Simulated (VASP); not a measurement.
An input for Quantum ESPRESSO's pw.x (written as the equivalent of a VASP run, and not itself run):

```
&CONTROL
  calculation = 'vc-relax'
  pseudo_dir = './pseudo'
  outdir = './out'
  tprnfor = .true.
  tstress = .true.
  nstep = 40
  forc_conv_thr = 0.00078
/
&SYSTEM
  ibrav = 0
  nat = 8
  ntyp = 2
  ecutwfc = 84
  occupations = 'smearing'
  smearing = 'gaussian'
  degauss = 0.003675
  input_dft = 'pbesol'
/
&ELECTRONS
  conv_thr = 7.3e-08
  electron_maxstep = 100
/
&IONS
/
&CELL
  press = 200
/
ATOMIC_SPECIES
  Si 28.085 Si.upf
  Ru 101.070 Ru.upf
CELL_PARAMETERS angstrom
     4.6295306    0.0000000    0.0000000
     0.0000000    4.6295306    0.0000000
     0.0000000    0.0000000    4.6295306
ATOMIC_POSITIONS crystal
  Si   0.1601804  0.3398196  0.6601804
  Si   0.6601804  0.1601804  0.3398196
  Si   0.8398196  0.8398196  0.8398196
  Si   0.3398196  0.6601804  0.1601804
  Ru   0.8656330  0.6343670  0.3656330
  Ru   0.3656330  0.8656330  0.6343670
  Ru   0.1343670  0.1343670  0.1343670
  Ru   0.6343670  0.3656330  0.8656330
K_POINTS automatic
  5 5 5 0 0 0
```

Question: Write the VASP files for the same calculation (PBEsol).

Answer: One answer among several that fit: 
File KPOINTS:
```
K-points
0
G
5 5 5
```

INCAR:
```
EDIFF = 1E-6   # SCF stop (eV)
IBRION = 2   # conjugate gradients
SIGMA = 0.05
NSW = 40   # most ionic steps
PSTRESS = 200
LASPH = .True.
LCHARG = .False.
SYSTEM = RuSi
GGA = PS   # PBEsol
PREC = Accurate
LREAL = .False.   # projection in real space or not
NELM = 100
ISMEAR = 0
ISIF = 3   # ions, shape and volume
LMAXMIX = 4   # l cut-off of mixed one-centre charges
LWAVE = .False.
EDIFFG = -0.02   # ionic stop
ALGO = Normal   # blocked Davidson
ENCUT = 500
```

File POSCAR:
```
RuSi
1.0
  4.6295305549   0.0000000000   0.0000000000
  0.0000000000   4.6295305549   0.0000000000
  0.0000000000   0.0000000000   4.6295305549
Si Ru
4 4
Cart
  0.7415602010   1.5732050764   3.0563254785
  3.0563254785   0.7415602010   1.5732050764
  3.8879703539   3.8879703539   3.8879703539
  1.5732050764   3.0563254785   0.7415602010
  4.0074743895   2.9368214429   1.6927091120
  1.6927091120   4.0074743895   2.9368214429
  0.6220561654   0.6220561654   0.6220561654
  2.9368214429   1.6927091120   4.0074743895
```

POTCAR, in this order: Si Ru_pv (PBE.64 set). Program: vasp_std.

Limits of the translation: the potentials are each code's own (VASP's PAW set, PseudoDojo norm-conserving files in pw.x), so ENCUT and ecutwfc are chosen apart and not converted; conv_thr bounds pw.x's estimated SCF error, while EDIFF bounds the energy change between steps; forc_conv_thr acts on force components and is met together with etot_conv_thr.

The compound is RuSi in the B20 structure. This run relaxes it under an external pressure of 20 GPa. Symmetry was kept, so distortions that lower it aren't found.
